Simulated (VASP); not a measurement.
Input:

```
CELL_PARAMETERS angstrom
      2.39823    -4.15385     0.00000
      2.39823     4.15385     0.00000
      0.00000     0.00000     5.89802
ATOMIC_POSITIONS crystal
  Te 0.00000 0.24746 0.66667
  Te 0.75254 0.75254 0.00000
  Te 0.24746 0.00000 0.33333
```

The numbers are results of revPBE GGA, VASP's PBE PAW potentials (set 64) (plane waves; VASP), not measurements. Numerical set-up: 520 eV cut-off, Gaussian smearing of 0.050 eV, potentials Te.

Unless said otherwise, spin-orbit coupling is left out, though it shifts the bands of the heavy elements here.

### Question
Give the energies of bands 4 to 12 at the high-symmetry points, in eV from the valence-band maximum.

### Answer

| band | Γ | M | K | A | L | H |
|---|---|---|---|---|---|---|
| 4 | -2.93 | -4.16 | -3.98 | -3.65 | -4.79 | -4.54 |
| 5 | -2.86 | -3.85 | -3.98 | -2.56 | -3.45 | -4.15 |
| 6 | -2.86 | -2.96 | -2.41 | -2.56 | -3.34 | -4.15 |
| 7 | -1.48 | -2.61 | -2.41 | -1.12 | -1.80 | -0.82 |
| 8 | -1.48 | -1.15 | -2.37 | -1.12 | -1.42 | -0.07 |
| 9 | -0.47 | -0.80 | -1.75 | -1.09 | -0.03 | -0.07 |
| 10 | 1.18 | 1.26 | 2.57 | 0.80 | 1.16 | 0.53 |
| 11 | 1.18 | 1.44 | 2.57 | 0.80 | 2.06 | 1.83 |
| 12 | 1.58 | 3.40 | 2.95 | 0.82 | 2.33 | 1.83 |

The gap is indirect, 0.53 eV, from the valence maximum at L-H at 0.67 to the conduction minimum at H.

The compound is Te in the trig structure. It was relaxed first, which changed the volume by +15 %.
